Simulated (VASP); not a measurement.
A run of VASP 6.6.1 is set up as follows.

INCAR

```
PREC = Accurate
ENCUT = 520
EDIFF = 1E-6
ISMEAR = -1
SIGMA = 0.1
LREAL = F
LASPH = T
NELM = 80
ALGO = Fast
ISIF = 2
LWAVE = F
LCHARG = F
GGA = PE
NBANDS = 44
```

The input KPOINTS:

```
regular mesh
0
Gamma
  8 8 5
```

Contents of POSCAR:

```
ZnPd5Cl
1.0
    3.9910830000      0.0000000000      0.0000000000
    0.0000000000      3.9910830000      0.0000000000
    0.0000000000      0.0000000000      7.0097440000
Pd Zn Cl
5 1 1
Direct
    0.5000000000      0.0000000000      0.7424313002
    0.0000000000      0.5000000000      0.7424313002
    0.5000000000      0.0000000000      0.2575686998
    0.0000000000      0.5000000000      0.2575686998
    0.0000000000      0.0000000000      0.0000000000
    0.5000000000      0.5000000000      0.0000000000
    0.0000000000      0.0000000000      0.5000000000
```

Potentials or basis: VASP PAW PBE potentials, release 64 (Pd, Zn, Cl).

Command:

```bash
$ cat potpaw_PBE.64/Pd/POTCAR potpaw_PBE.64/Zn/POTCAR potpaw_PBE.64/Cl/POTCAR > POTCAR
$ mpirun -np 1 vasp_std > vasp.out
```

Question: What does it give for the band gap on the k mesh?

Answer: None (metal or under the smearing width).

Question: What does it give for the pressure?

Answer: 3.9 GPa.

Question: Estimate the largest force.

Answer: 0.013 eV/Å.

Stress tensor (GPa, compression positive):
```
2.79 0.00 0.00
0.00 2.79 0.00
0.00 0.00 6.01
```

Caveat: an odd number of electrons without spin polarisation forces a metal; a magnetic or distorted state may lie lower.
